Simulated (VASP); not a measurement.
An input for Ansatz (written as the equivalent of a VASP run, and not itself run):

Ansatz 0.2 input:
```yaml
crystal:
  lattice:
    - [2.6940754, 0.0000000, 0.0000000]
    - [0.0000000, 2.6940754, 0.0000000]
    - [0.0000000, 0.0000000, 2.6940754]
  atoms:
    - { symbol: Au, position: [0.0000000, 0.0000000, 0.0000000] }
kpoints:
  mp_grid: { grid: [15, 15, 15] }
hamiltonian:
  xc: pbesol
  pseudopotentials: { kind: paw }
scf:
  occupations: { method: tetrahedron }
  max_iter: 100
output: { forces: true, stress: true, eigenvalues: true }
```

Write the VASP files for the same calculation (PBEsol).

This is not unique; one that fits is 
POSCAR:
```
Au
2.6940750
  1.0000001568   0.0000000000   0.0000000000
  0.0000000000   1.0000001568   0.0000000000
  0.0000000000   0.0000000000   1.0000001568
Au
1
Direct
  0.0000000000   0.0000000000   0.0000000000
```

File KPOINTS:
```
Automatic mesh
0
Gamma
15 15 15
0 0 0
```

### INCAR
```
! general
SYSTEM   =  Au
PREC     =  Accurate
ENCUT    =  400   ! plane-wave cut-off (eV)
LREAL    =  .False.   ! projection in real space or not
LASPH    =  .True.   ! aspherical one-centre terms

! electronic loop
EDIFF    =  1E-7   ! SCF stop (eV)
NELM     =  100
ALGO     =  Normal
LMAXMIX  =  6

! smearing
ISMEAR   =  -5   ! tetrahedra, Bloechl

! functional
GGA      =  PS

! ions
ISIF     =  2

! output
LWAVE    =  .False.
LCHARG   =  .True.
LORBIT   =  11
NEDOS    =  601   ! DOS grid
```

POTCAR, in this order: Au (PBE.64 set). Program: vasp_std.

Limits of the translation: each code has its own PAW files, so the cut-off isn't converted (ENCUT is set for VASP's; basis.ecutwfc is left out, and Ansatz then takes the one that its files recommend); Ansatz stops its SCF on the density residual and VASP on the energy change (EDIFF).

The structure was generated: Au was put into the simple-cubic type (Pm-3m), which need not be its known phase. It was relaxed first.
